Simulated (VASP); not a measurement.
Energy against volume of Si (diamond). These are PW91 GGA, VASP's PBE PAW potentials (set 64) (plane waves; VASP) values and carry that method's errors. Run with 520 eV cut-off, 8×8×8 Γ-centred mesh, Gaussian smearing of 0.050 eV, potentials Si.

```csv
V (Å³/atom),E (eV/atom)
19.831,-5.40927
20.444,-5.41472
21.057,-5.40991
21.671,-5.39637
```

Question: Fit these four points and predict the energy of the run at 19.217 Å³/atom.

Answer: A cubic in V^(−2/3), the third-order Birch-Murnaghan form, passes through the four points with V0 = 20.45 Å³/atom and B0 = 89 GPa, and gives -5.3917 eV/atom there. The run gave -5.3918 eV/atom, -0.1 meV/atom from the fit; all five points give B0 = 89 GPa.

The compound is Si in the diamond structure. It was relaxed first.
